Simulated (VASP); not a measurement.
# LaLuN2 (P6_3/mmc) in VASP: a series of runs, part 2 of 2

VASP 6.6.1. The steps go on from the part before.

### Step 3. Relaxation of cell and atoms, PBE

This run uses another cell than the first one, of 15.61 Å³/atom, 0.984 times its volume.

Input file INCAR:

```
SYSTEM = LaLuN2
PREC = Accurate
ENCUT = 520
EDIFF = 1E-7
ISMEAR = 0
SIGMA = 0.1
LREAL = .False.
LASPH = .True.
NELM = 120
ALGO = Normal
ISIF = 3
LWAVE = .False.
LCHARG = .False.
GGA = PE
IBRION = 2
NSW = 60
EDIFFG = -0.005
POTIM = 0.3
KPAR = 4
```

Input file KPOINTS:

```
Automatic mesh
0
Gamma
  10 10 4
  0 0 0
```

Input file POSCAR:

```
LaLuN2                                  
1.0
    3.4887313687     -0.0000000000     -0.0000000000
   -1.7443656843      3.0213299944      0.0000000000
    0.0000000000     -0.0000000000     11.8492463845
  La              Lu              N             
     2     2     4
Direct
     0.3333333300000021    0.6666666699999979    0.2500000000000000
     0.6666666699999979    0.3333333300000021    0.7500000000000000
     0.0000000000000000    0.0000000000000000    0.5000000000000000
     0.0000000000000000    0.0000000000000000    0.0000000000000000
     0.3333333300000021    0.6666666699999979    0.8865930186390306
     0.6666666699999979    0.3333333300000021    0.1134069813609691
     0.6666666699999979    0.3333333300000021    0.3865930186390310
     0.3333333300000021    0.6666666699999979    0.6134069813609694
```

Potentials or basis: VASP PAW PBE potentials, release 64 (La, Lu, N).

Run with:

```
$ cat potpaw_PBE.64/La/POTCAR potpaw_PBE.64/Lu/POTCAR potpaw_PBE.64/N/POTCAR > POTCAR
$ mpirun -np 4 vasp_std > vasp.out
```

OUTCAR:

```text
SYSTEM = LaLuN2
   PREC = Accurate
   ENCUT = 520
   EDIFF = 1E-7
   ISMEAR = 0
   LREAL = .False.
   LASPH = .True.
   NELM = 120
   ISIF = 3
   GGA = PE
   IBRION = 2
   NSW = 60
   EDIFFG = -0.005
   POTIM = 0.3

 ion  position               nearest neighbor table
   1  0.333  0.667  0.250-   6 2.58   7 2.58   6 2.58   7 2.58   6 2.58   7 2.58   3 3.58   4 3.58
                             3 3.58   4 3.58   3 3.58   4 3.58
   2  0.667  0.333  0.750-   5 2.58   8 2.58   5 2.58   8 2.58   5 2.58   8 2.58   3 3.58   4 3.58
                             3 3.58   4 3.58   3 3.58   4 3.58
   3  0.000  0.000  0.500-   7 2.42   8 2.42   7 2.42   8 2.42   7 2.42   8 2.42   1 3.58   2 3.58
                             1 3.58   2 3.58   2 3.58   1 3.58
   4  0.000  0.000  0.000-   5 2.42   6 2.42   6 2.42   5 2.42   6 2.42   5 2.42   1 3.58   2 3.58
                             1 3.58   2 3.58   2 3.58   1 3.58
   5  0.333  0.667  0.887-   4 2.42   4 2.42   4 2.42   2 2.58   2 2.58   2 2.58
   6  0.667  0.333  0.113-   4 2.42   4 2.42   4 2.42   1 2.58   1 2.58   1 2.58
   7  0.667  0.333  0.387-   3 2.42   3 2.42   3 2.42   1 2.58   1 2.58   1 2.58
   8  0.333  0.667  0.613-   3 2.42   3 2.42   3 2.42   2 2.58   2 2.58   2 2.58

  LATTYP: Found a hexagonal cell.
 ALAT       =     3.4887313687
 C/A-ratio  =     3.3964341568

  Lattice vectors:

 A1 = (   3.4887313687,   0.0000000000,   0.0000000000)
 A2 = (  -1.7443656843,   3.0213299944,   0.0000000000)
 A3 = (   0.0000000000,   0.0000000000,  11.8492463845)

Analysis of symmetry for initial positions (statically):
=====================================================================
 Subroutine PRICEL returns:
 Original cell was already a primitive cell.

 Routine SETGRP: Setting up the symmetry group for a
 hexagonal supercell.

 Subroutine GETGRP returns: Found 24 space group operations
 (whereof 12 operations were pure point group operations)
 out of a pool of 24 trial point group operations.

[... 155 lines left out ...]
   AEXX    =    0.0000 exact exchange contribution
   IVDW    =     0    specifies the selected vdW correction
   LEPSILON=     F    determine dielectric tensor
   LRPA    =     F    only Hartree local field effects (RPA)
 conjugate gradient relaxation of ions
 non-spin polarized calculation
 Gauss-broadening in eV      SIGMA  =   0.10
  energy-cutoff  :      520.00
  volume of cell :      124.90
 maximum number of plane-waves:      3404
 NGX is ok and might be reduce to    28
   NGX = 13   NGY = 13   NGZ = 45

 number of electron      91.9999982 magnetization

 Free energy of the ion-electron system (eV)
  ---------------------------------------------------
  ext. energy  EPLUGINS =         0.00000000
  ---------------------------------------------------
  free energy    TOTEN  =       -64.04105024 eV

  energy without entropy =      -64.04103295  energy(sigma->0) =      -64.04104159

 E-fermi :   6.6847     XC(G=0): -11.5747

 val. band max:        6.5154755783   @ k =   0.0000   0.0000   0.0000
 cond. band min:       6.8815702941   @ k =   0.5000  -0.0000   0.0000
 fundamental gap:      0.3660947158
 Fermi energy:         6.6846701786

 k-point     1 :       0.0000    0.0000    0.0000
  band No.  band energies     occupation
      1     -48.1182      2.00000
      2     -48.1182      2.00000
      3     -24.9949      2.00000
      4     -24.9909      2.00000
      5     -18.9897      2.00000
      6     -18.9651      2.00000
[... 1381 lines left out ...]
     54      10.0681      0.00000
     55      10.3752      0.00000

 [... further k-points ...]

------------------------ aborting loop because EDIFF is reached ----------------------------------------

  FORCE on cell =-STRESS in cart. coord.  units (eV):
  Direction    XX          YY          ZZ          XY          YZ          ZX
  --------------------------------------------------------------------------------------
  -------------------------------------------------------------------------------------
  Total        0.0046378      0.0046378      0.0122235      0.0000000     -0.0000000      0.0000000
  in kB        0.0594925      0.0594925      0.1568013      0.0000000     -0.0000000      0.0000000
  external PRESSURE =       0.0919288 kB  Pullay stress =       0.0000000 kB

 VOLUME and BASIS-vectors are now :
 -----------------------------------------------------------------------------
  energy-cutoff  :      520.00
  volume of cell :      124.90
      direct lattice vectors                 reciprocal lattice vectors
     3.488731369  0.000000000  0.000000000     0.286637145  0.165490033  0.000000000
    -1.744365684  3.021329994  0.000000000     0.000000000  0.330980066  0.000000000
     0.000000000  0.000000000 11.849246385     0.000000000  0.000000000  0.084393553

 POSITION                                       TOTAL-FORCE (eV/Angst)
 -----------------------------------------------------------------------------------
     -0.00000      2.01422      2.96231        -0.000000     -0.000000      0.000000
      1.74437      1.00711      8.88693        -0.000000      0.000000      0.000000
      0.00000      0.00000      5.92462         0.000000     -0.000000      0.000000
      0.00000      0.00000      0.00000         0.000000     -0.000000      0.000000
     -0.00000      2.01422     10.50546         0.000000     -0.000000     -0.000120
      1.74437      1.00711      1.34379        -0.000000      0.000000      0.000120
      1.74437      1.00711      4.58084        -0.000000      0.000000     -0.000120
     -0.00000      2.01422      7.26841         0.000000     -0.000000      0.000120
 -----------------------------------------------------------------------------------
    total drift:                               -0.000031      0.000018     -0.000000

  FREE ENERGIE OF THE ION-ELECTRON SYSTEM (eV)
  ---------------------------------------------------
  free  energy   TOTEN  =       -64.0410502405 eV

  energy  without entropy=      -64.0410329481  energy(sigma->0) =      -64.04104159

 reached required accuracy - stopping structural energy minimisation
```

CONTCAR:

```text
LaLuN2
   1.00000000000000
     3.4887313686999999    0.0000000000000000    0.0000000000000000
    -1.7443656842999999    3.0213299943999998    0.0000000000000000
     0.0000000000000000    0.0000000000000000   11.8492463845000007
  La              Lu              N
     2     2     4
Direct
     0.3333333300000021    0.6666666699999979    0.2500000000000000
     0.6666666699999979    0.3333333300000021    0.7500000000000000
     0.0000000000000000    0.0000000000000000    0.5000000000000000
     0.0000000000000000    0.0000000000000000    0.0000000000000000
     0.3333333300000021    0.6666666699999979    0.8865930186390329
     0.6666666699999979    0.3333333300000021    0.1134069813609671
     0.6666666699999979    0.3333333300000021    0.3865930186390329
     0.3333333300000021    0.6666666699999979    0.6134069813609671

  0.00000000E+00  0.00000000E+00  0.00000000E+00
  0.00000000E+00  0.00000000E+00  0.00000000E+00
  0.00000000E+00  0.00000000E+00  0.00000000E+00
  0.00000000E+00  0.00000000E+00  0.00000000E+00
  0.00000000E+00  0.00000000E+00  0.00000000E+00
  0.00000000E+00  0.00000000E+00  0.00000000E+00
  0.00000000E+00  0.00000000E+00  0.00000000E+00
  0.00000000E+00  0.00000000E+00  0.00000000E+00
```

Wall time 93 s (4 MPI ranks of Intel Xeon 6975P-C (Granite Rapids), shared host); peak memory 0.43 GiB.

What came out:

* Free energy: -64.0411 eV
* Pressure after relaxing: 0.0 GPa
* Band gap on the k mesh: 0.37 eV, indirect (least direct gap 0.85 eV)

Final structure:
```cif
data_structure
_symmetry_space_group_name_H-M 'P 1'
_symmetry_Int_Tables_number 1
_cell_length_a 3.4887
_cell_length_b 3.4887
_cell_length_c 11.8492
_cell_angle_alpha 90.000
_cell_angle_beta 90.000
_cell_angle_gamma 120.000
_cell_volume 124.90
loop_
_atom_site_label
_atom_site_type_symbol
_atom_site_fract_x
_atom_site_fract_y
_atom_site_fract_z
_atom_site_occupancy
La1 La 0.33333 0.66667 0.25000 1
La2 La 0.66667 0.33333 0.75000 1
Lu1 Lu 0.00000 0.00000 0.50000 1
Lu2 Lu 0.00000 0.00000 0.00000 1
N1 N 0.33333 0.66667 0.88659 1
N2 N 0.66667 0.33333 0.11341 1
N3 N 0.66667 0.33333 0.38659 1
N4 N 0.33333 0.66667 0.61341 1
```

Caveat: the relaxation stopped at its first step, so nothing moved; spin-orbit coupling is left out, which moves the levels of the heavy elements. A k mesh can miss the band edges.
